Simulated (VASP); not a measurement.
Computed with PBE GGA, VASP's PBE PAW potentials (set 64) (plane waves; VASP).

A VASP calculation is set up with these files.

### INCAR
```
SYSTEM = SrTe
PREC = Accurate
ENCUT = 400
EDIFF = 1E-6
NELM = 100
ALGO = Normal
LREAL = .FALSE.
LASPH = .TRUE.
ISMEAR = 0
SIGMA = 0.05
GGA = PE
LMAXMIX = 4
LWAVE = .FALSE.
LCHARG = .FALSE.
IBRION = 2
ISIF = 3
NSW = 60
EDIFFG = -0.01
```

### POSCAR
```
SrTe
1
    0.0000000000     3.3300000000     3.3300000000
    3.3300000000     0.0000000000     3.3300000000
    3.3300000000     3.3300000000     0.0000000000
Sr Te
1 1
Direct
  0.0000000000   0.0000000000   0.0000000000
  0.5000000000   0.5000000000   0.5000000000
```

### KPOINTS
```
Automatic
0
Gamma
  6 6 6
0 0 0
```

POTCAR, in this order: Sr_sv Te (PBE.64 set). Program: vasp_std.

Question: What will the output report for the number of irreducible k-points (NKPTS), number of bands (NBANDS), largest plane-wave count, number of space-group operations, FFT grid (NGX, NGY, NGZ)?

Answer: 
```yaml
number of irreducible k-points (NKPTS): 16
number of bands (NBANDS): 12
largest_plane_wave_count: 1363
number_of_space_group_operations: 48
FFT grid (NGX, NGY, NGZ): 32 × 32 × 32
```

The compound is SrTe in the rock salt structure. This run relaxes it. Symmetry was kept, so distortions that lower it aren't found.
